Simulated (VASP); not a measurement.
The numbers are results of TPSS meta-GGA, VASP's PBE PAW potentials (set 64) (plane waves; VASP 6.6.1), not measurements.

A VASP calculation is set up with these files.

INCAR:
```
SYSTEM = NiAl
PREC = Accurate; ENCUT = 520; LREAL = .False.
LASPH = .True.
EDIFF = 1E-6; NELM = 100; ALGO = Normal
LMAXMIX = 4; LMIXTAU = .True.
ISMEAR = 1; SIGMA = 0.1
METAGGA = TPSS
IBRION = 2; NSW = 60; ISIF = 3
EDIFFG = -0.01
LWAVE = .False.; LCHARG = .False.
```

KPOINTS:
```
Automatic mesh
0
Gamma
11 11 11
0 0 0
```

File POSCAR:
```
NiAl
1.0
  2.8900000000   0.0000000000   0.0000000000
  0.0000000000   2.8900000000   0.0000000000
  0.0000000000   0.0000000000   2.8900000000
Al Ni
1 1
Direct
  0.5000000000   0.5000000000   0.5000000000
  0.0000000000   0.0000000000   0.0000000000
```

POTCAR, in this order: Al Ni (PBE.64 set). Program: vasp_std.

What VASP printed:

File OSZICAR:
```
       N       E                     dE             d eps       ncg     rms          rms(c)
DAV:   1     0.602515417735E+02    0.60252E+02   -0.78276E+03  1136   0.189E+03
DAV:   2    -0.301096973709E+01   -0.63263E+02   -0.60723E+02  1146   0.299E+02
DAV:   3    -0.622495917070E+01   -0.32140E+01   -0.31945E+01  1408   0.914E+01
DAV:   4    -0.627755555060E+01   -0.52596E-01   -0.52574E-01  1434   0.116E+01
DAV:   5    -0.627923703968E+01   -0.16815E-02   -0.16814E-02  1486   0.183E+00    0.576E+00
DAV:   6    -0.253015206802E+02   -0.19022E+02   -0.43906E+01  1160   0.761E+01    0.154E+01
DAV:   7    -0.245826999622E+02    0.71882E+00   -0.84473E-01  1310   0.121E+01    0.136E+01
DAV:   8    -0.239244452340E+02    0.65825E+00   -0.42863E-01  1340   0.103E+01    0.111E+01
DAV:   9    -0.225624813600E+02    0.13620E+01   -0.67188E+00  1286   0.410E+01    0.224E+00
DAV:  10    -0.226520094524E+02   -0.89528E-01   -0.16695E+00  1308   0.197E+01    0.385E+00
DAV:  11    -0.226999517328E+02   -0.47942E-01   -0.55388E-02  1546   0.346E+00    0.389E+00
DAV:  12    -0.225373655485E+02    0.16259E+00   -0.81231E-01  1234   0.158E+01    0.157E+00
DAV:  13    -0.225464237370E+02   -0.90582E-02   -0.18832E-02  1232   0.254E+00    0.115E+00
DAV:  14    -0.225377917397E+02    0.86320E-02   -0.54448E-02  1264   0.397E+00    0.375E-01
DAV:  15    -0.225379181186E+02   -0.12638E-03   -0.13466E-03  1458   0.358E-01    0.210E-01
DAV:  16    -0.225379563372E+02   -0.38219E-04   -0.36101E-04  1366   0.316E-01    0.740E-02
DAV:  17    -0.225379597475E+02   -0.34104E-05   -0.22944E-04  1312   0.260E-01    0.126E-02
DAV:  18    -0.225379818529E+02   -0.22105E-04   -0.28831E-05  1302   0.907E-02    0.849E-03
DAV:  19    -0.225379839067E+02   -0.20538E-05   -0.63741E-06   930   0.417E-02    0.192E-03
DAV:  20    -0.225379853568E+02   -0.14502E-05   -0.67360E-07   560   0.142E-02    0.729E-04
DAV:  21    -0.225379855523E+02   -0.19547E-06   -0.62130E-08   560   0.389E-03
   1 F= -.22537986E+02 E0= -.22537796E+02  d E =-.225380E+02
       N       E                     dE             d eps       ncg     rms          rms(c)
DAV:   1    -0.228265602084E+02   -0.28857E+00   -0.36716E+00  1218   0.364E+01    0.512E+00
DAV:   2    -0.231914260242E+02   -0.36487E+00   -0.11123E+01  1276   0.581E+01    0.641E+00
DAV:   3    -0.225426983527E+02    0.64873E+00   -0.41693E+00  1242   0.376E+01    0.569E-01
DAV:   4    -0.225411263327E+02    0.15720E-02   -0.34709E-02  1170   0.171E+00    0.429E-01
DAV:   5    -0.225396081300E+02    0.15182E-02   -0.42409E-03  1548   0.893E-01    0.106E-01
DAV:   6    -0.225396294325E+02   -0.21302E-04   -0.15353E-03  1328   0.662E-01    0.795E-02
DAV:   7    -0.225396056874E+02    0.23745E-04   -0.13497E-03  1294   0.701E-01    0.434E-02
DAV:   8    -0.225396412134E+02   -0.35526E-04   -0.30885E-04  1300   0.340E-01    0.140E-02
DAV:   9    -0.225396415288E+02   -0.31541E-06   -0.18485E-05  1226   0.827E-02    0.168E-03
DAV:  10    -0.225396417469E+02   -0.21807E-06   -0.35579E-07   560   0.104E-02
   2 F= -.22539642E+02 E0= -.22539401E+02  d E =-.165619E-02
       N       E                     dE             d eps       ncg     rms          rms(c)
DAV:   1    -0.225933380317E+02   -0.53697E-01   -0.69414E-01  1202   0.162E+01    0.207E+00
DAV:   2    -0.226466106262E+02   -0.53273E-01   -0.18277E+00  1244   0.236E+01    0.269E+00
DAV:   3    -0.225442214965E+02    0.10239E+00   -0.78202E-01  1264   0.153E+01    0.417E-01
DAV:   4    -0.225422890936E+02    0.19324E-02   -0.91926E-03  1322   0.151E+00    0.379E-02
DAV:   5    -0.225422942917E+02   -0.51981E-05   -0.28251E-04  1502   0.236E-01    0.399E-02
DAV:   6    -0.225422920696E+02    0.22221E-05   -0.43118E-06  1070   0.219E-02    0.429E-02
DAV:   7    -0.225422866873E+02    0.53823E-05   -0.26062E-06   726   0.257E-02    0.197E-02
DAV:   8    -0.225422975064E+02   -0.10819E-04   -0.29824E-05  1120   0.834E-02    0.342E-03
DAV:   9    -0.225422975653E+02   -0.58874E-07   -0.48711E-07   568   0.117E-02
   3 F= -.22542298E+02 E0= -.22542081E+02  d E =-.431201E-02
       N       E                     dE             d eps       ncg     rms          rms(c)
DAV:   1    -0.225425114966E+02   -0.21399E-03   -0.29270E-03  1204   0.104E+00    0.138E-01
DAV:   2    -0.225427747641E+02   -0.26327E-03   -0.83109E-03  1260   0.158E+00    0.176E-01
DAV:   3    -0.225422963880E+02    0.47838E-03   -0.34350E-03  1256   0.102E+00    0.226E-02
DAV:   4    -0.225422878601E+02    0.85278E-05   -0.26023E-05  1230   0.702E-02    0.217E-03
DAV:   5    -0.225422877908E+02    0.69369E-07   -0.37549E-07   582   0.878E-03
   4 F= -.22542288E+02 E0= -.22542073E+02  d E =-.430224E-02
```

File OUTCAR:
```
------------------------ aborting loop because EDIFF is reached ----------------------------------------
  FORCE on cell =-STRESS in cart. coord.  units (eV):
  Direction    XX          YY          ZZ          XY          YZ          ZX
  --------------------------------------------------------------------------------------
  Total       -0.0067195     -0.0067195     -0.0067195      0.0000000      0.0000000      0.0000000
  in kB       -0.4540309     -0.4540309     -0.4540309      0.0000000      0.0000000      0.0000000
  external PRESSURE =      -0.4540309 kB  Pullay stress =       0.0000000 kB
  volume of cell :       23.71
      direct lattice vectors                 reciprocal lattice vectors
     2.872906261  0.000000000 -0.000000000     0.348079578 -0.000000000 -0.000000000
     0.000000000  2.872906261 -0.000000000    -0.000000000  0.348079578 -0.000000000
     0.000000000  0.000000000  2.872906261     0.000000000  0.000000000  0.348079578
 POSITION                                       TOTAL-FORCE (eV/Angst)
 -----------------------------------------------------------------------------------
      1.43645      1.43645      1.43645         0.000000     -0.000000      0.000000
      0.00000      0.00000      0.00000        -0.000000      0.000000      0.000000
 -----------------------------------------------------------------------------------
    total drift:                               -0.000000      0.000000      0.000000
  FREE ENERGIE OF THE ION-ELECTRON SYSTEM (eV)
  ---------------------------------------------------
  free  energy   TOTEN  =       -22.5422877908 eV

  energy  without entropy=      -22.5416423560  energy(sigma->0) =      -22.54207265

 reached required accuracy - stopping structural energy minimisation
```
(Selected blocks of OUTCAR.)

### CONTCAR
```
NiAl
   1.00000000000000
     2.8729062612298621    0.0000000000000000   -0.0000000000000000
     0.0000000000000000    2.8729062612298621   -0.0000000000000000
     0.0000000000000000    0.0000000000000000    2.8729062612298621
  Al              Ni
     1     1
Direct
     0.5000000000000000    0.5000000000000000    0.5000000000000000
     0.0000000000000000    0.0000000000000000    0.0000000000000000
```

The compound is NiAl in the CsCl type structure. This run relaxes it. Symmetry was kept, so distortions that lower it aren't found. The run is not spin-polarised, so no magnetic state was tried. The electron count is odd and the run is not spin-polarised, which forces a metal.
